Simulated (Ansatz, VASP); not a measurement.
**Two plane-wave programs on ReP2**

The input INCAR:

```
PREC = Accurate
ENCUT = 600
EDIFF = 1E-6
ISMEAR = 0
SIGMA = 0.1
LREAL = False
LASPH = True
NELM = 100
ALGO = Normal
ISIF = 3
LWAVE = False
LCHARG = False
GGA = PE
IBRION = 2
NSW = 100
EDIFFG = -0.01
```

Contents of KPOINTS:

```
Automatic mesh
0
Gamma
  14 14 8
```

Contents of POSCAR:

```
ReP2
1.0
    3.1029752282      0.0000000000      0.0000000000
    0.0000000000      3.1029752282      0.0000000000
    0.0000000000      0.0000000000      5.4533950033
Re P
1 2
Direct
    0.0000000000      0.0000000000      0.0000000000
    0.5000000000      0.0000000000      0.3097013425
    0.0000000000      0.5000000000      0.6902986575
```

Input for Ansatz:

```yaml
crystal:
  lattice:
    - [3.1029752282, 0.0, 0.0]
    - [0.0, 3.1029752282, 0.0]
    - [0.0, 0.0, 5.4533950033]
  atoms:
    - { symbol: Re, position: [0.0, 0.0, 0.0] }
    - { symbol: P, position: [0.5, 0.0, 0.3097013425] }
    - { symbol: P, position: [0.0, 0.5, 0.6902986575] }
basis:
  ecutwfc: 420
kpoints:
  mp_grid: { grid: [14, 14, 8] }
hamiltonian:
  xc: pbe
scf:
  occupations: { method: gaussian, width: 0.1 }
output:
  forces: true
  stress: true
  eigenvalues: true
relax:
  adjacent_minimum: "off"
  f_tol: 0.01
  max_steps: 80
  cell: { stress_tol: 0.05 }
```

Change from the starting cell: ordered vacancies on the cation sites of zinc blende (P-4m2, No. 115).

Alike in both runs: task relaxation of cell and atoms; functional PBE; k mesh 14 × 14 × 8; occupations gaussian, width 0.1 eV; no spin polarisation.

|  | VASP | Ansatz |
| --- | --- | --- |
| version | VASP 6.6.1 | Ansatz 0.2.0 |
| potentials or method | VASP PAW PBE potentials, release 64 (Re, P) | scalar-relativistic, plane waves, PAW |
| plane-wave cutoff (eV) | 600 | 420 |
| valence electrons in the cell | 17 | 25 |

Ansatz gave:

| Quantity | Value |
| --- | --- |
| gap on the k mesh at the Fermi level, each at its own relaxed structure (eV) | none |
| relaxed volume (Å³/atom) | 17.15 |
| relaxed cell length with the largest relative difference (Å) | 3.065 |
| energy change over the relaxation (meV/atom) | -2 |

**Question.** What did VASP give for the same quantities?

**Answer.** gap on the k mesh at the Fermi level, each at its own relaxed structure (eV): none; relaxed volume (Å³/atom): 17.21; relaxed cell length with the largest relative difference (Å): 3.069; energy change over the relaxation (meV/atom): -3.

A gap of «none» marks a metal or a gap that the smearing closes. The two sets of potentials don't hold the same shells in valence.

The runs have no spin-orbit coupling, so splittings on Re are missing.
